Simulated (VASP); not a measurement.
Input:

```xyz
4
Lattice="1.9856 -3.4392 0.0000 1.9856 3.4392 0.0000 0.0000 0.0000 5.1613" Properties=species:S:1:pos:R:3 pbc="T T T"
Ni     0.0000     0.0000     2.5806
Ni     0.0000     0.0000     0.0000
Sb     1.9856     1.1464     1.2903
Sb     1.9856    -1.1464     3.8710
```

Computed with PBE GGA, VASP's PBE PAW potentials (set 64) (plane waves; VASP 6.6.1). Settings: 480 eV cut-off, 8×8×6 Γ-centred mesh, first-order Methfessel-Paxton smearing of 0.10 eV, potentials Ni Sb.

Question: The ions, cell shape and volume at an external pressure of 2.0 GPa are relaxed. Predict the relaxed structure.

Answer: 
```xyz
4
Lattice="1.9749 -3.4207 0.0000 1.9749 3.4207 0.0000 0.0000 0.0000 5.1348" Properties=species:S:1:pos:R:3 pbc="T T T"
Ni     0.0000     0.0000     2.5674
Ni     0.0000     0.0000     5.1348
Sb     1.9749     1.1402     1.2837
Sb     1.9749    -1.1402     3.8511
```
Space group P6_3/mmc (194), at a tolerance of 0.03 Å.

Question: How do energy and volume change from the first to the last step?

Answer: The energy (σ→0) changes by +1.9 meV/atom and the volume by -1.6 %, in 3 ionic steps.

The compound is NiSb in the NiAs type structure. This run relaxes it under an external pressure of 2 GPa. Symmetry was kept, so distortions that lower it aren't found. The run is not spin-polarised, so no magnetic state was tried.
